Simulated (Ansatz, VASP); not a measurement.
# Cross-check of CsSrF3 between VASP and Ansatz, part 2 of 2

Wanted: the spread between two codes on one cell, functional and k mesh. The cell is taken from a series of runs on this material, whose earlier steps may have relaxed, scaled, displaced or heated it; both programs get it as it stands.

VASP 6.6.1 and Ansatz 0.2.0.

So far: The structure; VASP: dielectric response, LDA.

### 3. Ansatz: dielectric response, LDA

Level of this step: Ansatz beside VASP: Kohn-Sham DFT, plane waves, LDA (Ansatz).

Ansatz runs on its default PAW (the set named soft_2) files.

The same cell, functional (in two slightly different forms) and mesh now go to Ansatz, which takes its cutoff from its data sets.

File input.yaml:

```yaml
crystal:
  lattice:
    - [4.76324701, 0.0, 0.0]
    - [0.0, 4.76324701, 0.0]
    - [0.0, 0.0, 4.76324701]
  atoms:
    - { symbol: Cs, position: [0.0, 0.0, 0.0] }
    - { symbol: Sr, position: [0.5, 0.5, 0.5] }
    - { symbol: F, position: [0.0, 0.5, 0.5] }
    - { symbol: F, position: [0.5, 0.0, 0.5] }
    - { symbol: F, position: [0.5, 0.5, 0.0] }
kpoints:
  mp_grid: { grid: [4, 4, 4] }
hamiltonian:
  xc: lda
scf:
  occupations: { method: fixed }
dielectric: {}
```

Launch:

```bash
$ ansatz run input.yaml --threads 4 --pin off --max-ram 5529MiB --backend cpu --events-out ev --progress --plain --runs-dir out
```

Numbers of over 12 decimals in the logs are rounded to 6 here.

The program printed:

```text
Engine: ansatz 0.2.0, x86_64-unknown-linux-gnu
Pseudopotentials: kind: paw
Pseudopotential: Cs, paw, valence charge 9, recommended cutoff 420 eV (normal), Cs.paw.azcp
Pseudopotential: Sr, paw, valence charge 10, recommended cutoff 420 eV (normal), Sr.paw.azcp
Pseudopotential: F, paw, valence charge 7, recommended cutoff 420 eV (normal), F.paw.azcp
Functional definition: SPW92
  exchange = slater_x
  correlation = pw_c
Crystal: 5 atoms, lattice volume = 108.071 Å³
Basis set: ecut = 420 eV, 2103 PW (Γ), exchange–correlation on 64×64×64 points (8 copies of the dense FFT grid, shifted against one another)
Bands: 25, of which v1, the nominal top of the filled ones, is band 20 counted from 1 (19 counted from 0)
Symmetry: 48 space group operations
k-points: 18 of 64 (irreducible under 8 space group operations, time reversal used)
Non-local potential: Cs, projectors of the file, l = 0: 3, l = 1: 2, l = 2: 2, l = 3: 2
Non-local potential: Sr, projectors of the file, l = 0: 3, l = 1: 2, l = 2: 2
Non-local potential: F, projectors of the file, l = 0: 2, l = 1: 2, l = 2: 1
PAW form: soft (Blöchl's): semilocal exchange-correlation on the pseudo side does not see the compensation charge
PAW frozen core: Cs, regenerated for the run's functional, and the local potential with it (the file was generated under x = pbe(κ = 0.804, μ = 0.219515), c = pbe(β = 0.066725))
PAW frozen core: Sr, regenerated for the run's functional, and the local potential with it (the file was generated under x = pbe(κ = 0.804, μ = 0.219515), c = pbe(β = 0.066725))
PAW frozen core: F, regenerated for the run's functional, and the local potential with it (the file was generated under x = pbe(κ = 0.804, μ = 0.219515), c = pbe(β = 0.066725))
PAW one-centre angular grid: Cs, 194 points (default); XC on 64 Gauss nodes
PAW one-centre angular grid: Sr, 110 points (default); XC on 64 Gauss nodes
PAW one-centre angular grid: F, 110 points (default); XC on 64 Gauss nodes
Initial density: superposition of atomic densities (neutral atoms: chi_scale 0, normalization atom), corrected by the library's trained network
Initial wavefunctions: pseudopotential atomic-orbital guess
Functional: x = slater, c = lda
SCF iter   1: F=—  HF=-11339.327210 eV  |F-HF|=—  |Δ(HF+E_count)|=         —  Δρ=1.52e-2  dr2=1.88e-1  ethr=1.77e-3  ⟨swp⟩=5.0  Hψ=2173  notcnv=0  defer=31
preconditioner: auto → Resta (q_TF=auto, 2.312 Å⁻¹)  ε∞=3.1  [insulator: Δε(μ)=5.786 eV  Ē_g=15.276 eV  n_scr=26 (ndim 8)  ℏωp=22.0 eV  f_vac=0.044  ε∞_Penn≈3.1]
SCF iter   2: F=—  HF=-11339.282124 eV  |F-HF|=—  |Δ(HF+E_count)|=   4.51e-2  Δρ=5.82e-3  dr2=1.34e-2  ethr=4.71e-4  ⟨swp⟩=2.0  Hψ=977  notcnv=0  defer=45
SCF iter   3: F=—  HF=-11339.278379 eV  |F-HF|=—  |Δ(HF+E_count)|=   3.75e-3  Δρ=1.71e-3  dr2=1.77e-3  ethr=3.36e-5  ⟨swp⟩=2.0  Hψ=807  notcnv=0  defer=49
SCF iter   4: F=—  HF=-11339.277968 eV  |F-HF|=—  |Δ(HF+E_count)|=   4.10e-4  Δρ=1.80e-4  dr2=3.21e-5  ethr=4.44e-6  ⟨swp⟩=1.1  Hψ=434  notcnv=0  defer=30
SCF iter   5: F=—  HF=-11339.277959 eV  |F-HF|=—  |Δ(HF+E_count)|=   8.91e-6  Δρ=2.65e-5  dr2=5.54e-7  ethr=8.01e-8  ⟨swp⟩=2.7  Hψ=810  notcnv=0  defer=24
SCF iter   6: F=—  HF=-11339.277971 eV  |F-HF|=—  |Δ(HF+E_count)|=   1.19e-5  Δρ=4.29e-6  dr2=1.36e-8  ethr=1.38e-9  ⟨swp⟩=2.1  Hψ=638  notcnv=0  defer=18
SCF iter   7: F=—  HF=-11339.277971 eV  |F-HF|=—  |Δ(HF+E_count)|=   7.58e-9  Δρ=6.66e-7  dr2=5.44e-10  ethr=3.39e-11  ⟨swp⟩=2.1  Hψ=690  notcnv=0  defer=18
SCF iter   8: F=-11339.277971 eV  HF=-11339.277971 eV  |F-HF|=9.09e-12  |Δ(HF+E_count)|=  1.95e-10  Δρ=1.07e-7  dr2=9.53e-12  ethr=1.00e-12  ⟨swp⟩=11.0  Hψ=2308  notcnv=0
SCF 1 converged in 8 iterations: F = -11339.277971 eV  dr2 = 9.53e-12
  greatest PAW one-centre occupation: 0.987 electrons in one spin orbital (limit 2), on the Sr atom at site 1 (counted from 0), in its partial waves of l = 0
DFPT response loops at Γ: preconditioner auto → none (the input reference at scf.mixing.eps_inf says where Resta's filter doesn't serve); β = 0.50; Broyden in place of MSR1
── the response to a field inside a basis, on 4×4×4 k-points: an SCF that follows is theirs, and a resumed run solves both again ──
Bands: 21, of which v1, the nominal top of the filled ones, is band 20 counted from 1 (19 counted from 0)
k-points: 4 of 64
Initial density: handed on by an earlier stage of this run
Initial wavefunctions: pseudopotential atomic-orbital guess (no wavefunctions were taken with the density)
Eigensolver: Dense (4 Hₖ)
SCF iter   1: F=—  HF=-11339.276906 eV  |F-HF|=—  |Δ(HF+E_count)|=         —  Δρ=6.26e-4  dr2=8.89e-5  ethr=1.00e-1
preconditioner: auto → Resta (q_TF=auto, 2.312 Å⁻¹)  ε∞=3.3  [insulator: Δε(μ)=6.740 eV  Ē_g=14.544 eV  n_scr=26 (ndim 8)  ℏωp=22.0 eV  f_vac=0.037  ε∞_Penn≈3.3]
SCF iter   2: F=—  HF=-11339.276867 eV  |F-HF|=—  |Δ(HF+E_count)|=   3.85e-5  Δρ=2.12e-4  dr2=2.85e-5  ethr=2.22e-7
SCF iter   3: F=—  HF=-11339.276859 eV  |F-HF|=—  |Δ(HF+E_count)|=   7.78e-6  Δρ=1.17e-4  dr2=3.08e-6  ethr=7.14e-8
SCF iter   4: F=-11339.276857 eV  HF=-11339.276857 eV  |F-HF|=3.56e-9  |Δ(HF+E_count)|=   1.83e-6  Δρ=4.27e-6  dr2=1.43e-8  ethr=7.71e-9
SCF 1 converged in 4 iterations: F = -11339.276857 eV  dr2 = 1.43e-8
DFPT response loops at Γ: mixed as the last ones told, above
SCF converged after 8 iterations
Free energy (F): -11339.277971 eV
Harris-Foulkes:  -11339.277971 eV  (|F-HF|=9.09e-12)
Internal energy: -11339.277971 eV  (E = F + TS)
E sigma→0 (E₀):  -11339.277971 eV
Fermi energy:    1.723809 eV
--- Per-component energies (eV) ---
  E_band       = -244.010461
  E_kinetic    = 1004.924768
  E_local      = -2928.630528  (includes V_loc(G=0)·N_el)
  E_nonlocal   = 466.046796
  E_hartree    = 1037.310808
  E_xc         = -580.305116
  E_vxc        = -593.845934  (∫ρ·V_xc dr)
  E_paw        = -8062.060381  (= ΣΔE_a)
  E_vpaw       = -267.133192  (= ΣTr[D̂ρ^β])
  E_aug_tail   = 0.006056  (compensation charges beyond the density's cutoff)
  E_ewald      = -2277.474821
  E_core_change = 0.904447  (= ΣΔE_core)
  E_smearing   = -0.000000  (= −TS)
  E_closure    = -0.000000  (closes the sum)
  Σ components = -11339.277971   (vs F -11339.277971, Δ=0.00e0)
--- Band table (eV; the first three rows and the last of 18) ---
  k-point 0: bands = [... 16 lower, 1.4623, 1.7238, 1.7238, 1.7238, 7.7817, 9.3324, 9.3324, 10.2741, ... 1 higher]
  k-point 1: bands = [... 16 lower, 1.3911, 1.3911, 1.7154, 1.7154, 8.5502, 9.7047, 9.9872, 10.5660, ... 1 higher]
  k-point 2: bands = [... 16 lower, 1.3175, 1.3175, 1.7098, 1.7098, 9.4556, 10.1579, 10.7907, 11.1025, ... 1 higher]
  k-point 17: bands = [... 16 lower, 1.0975, 1.7062, 1.7062, 1.7062, 10.1102, 10.1102, 10.1102, 12.0422, ... 1 higher]
--- Dielectric response (ions clamped): 3 representative field directions + reference, inside a basis on a mesh of 64 k-points (Σ response iterations 15) ---
  ε∞ (high-frequency dielectric tensor):
        2.282805     0.000000     0.000000
        0.000000     2.282805     0.000000
        0.000000     0.000000     2.282805
  Born effective charges Z* (e; rows j = field, columns β = displacement):
    site 0:
         1.28930    0.00000    0.00000
         0.00000    1.28930    0.00000
        -0.00000    0.00000    1.28930
    site 1:
         2.44231    0.00000    0.00000
        -0.00000    2.44231    0.00000
        -0.00000    0.00000    2.44231
    site 2:
        -1.68550    0.00000    0.00000
         0.00000   -1.02305    0.00000
         0.00000    0.00000   -1.02305
    site 3:
        -1.02305   -0.00000   -0.00000
        -0.00000   -1.68550    0.00000
        -0.00000    0.00000   -1.02305
    site 4:
        -1.02305    0.00000    0.00000
        -0.00000   -1.02305    0.00000
         0.00000    0.00000   -1.68550
  Z* charge neutrality: 6.304e-3 e pre-enforcement
  solved inside a basis spanned on kpoints, on 4×4×4 k-points, its susceptibility summed on 8×8×8: ε∞ is read to err by 4.7e-3, Z* by 1.2e-2 e (field_mesh: kpoints solves on kpoints); Z* is corrected for what the basis lacks
```

Reading the cycles: dr2 is the Hartree energy of the density residual (eV), the measure of convergence; HF is the Harris–Foulkes estimate of the energy, which meets the free energy F at convergence.

### 4. Comparison

Known differences besides the potentials themselves: the two LDA forms differ slightly; fixed occupations in Ansatz, narrow Gaussian smearing in VASP; VASP's response is taken on the typed mesh, Ansatz refines its own for the field response alone; the cutoff is 420 eV in Ansatz and 520 eV in VASP; VASP's log shows a relativistic correction to its local exchange, Ansatz's none. Total energies have different zeros and are not compared.

Both answers:

| quantity | Ansatz | VASP | difference |
| --- | --- | --- | --- |
| ε∞ xx | 2.28 | 2.28 | -0.05 % |
| ε∞ yy | 2.28 | 2.28 | -0.05 % |
| ε∞ zz | 2.28 | 2.28 | -0.05 % |

### 5. Results

```yaml
difference_in_eps_infinity_xx_dielectric_response_lda: -0.050 %
```

The difference in ε∞ xx is -0.050 % (dielectric response, LDA), within the 5 % picked in this series as the mark of a large difference. How closely two codes agree says nothing of how well the functional describes the real material.

[Lines on the potential files, build, host, timing and source positions are cut from VASP's logs without a mark.]

[Logs are printed without paths, hosts, clocks, repeated set-up lines and the standing remarks that a program may print on its own settings, such as how far it seeks lower states.]

[Hosts, paths, dates, database ids (printed as entryN), source tags and the programs' standing remarks are cut or masked in the printed files.]
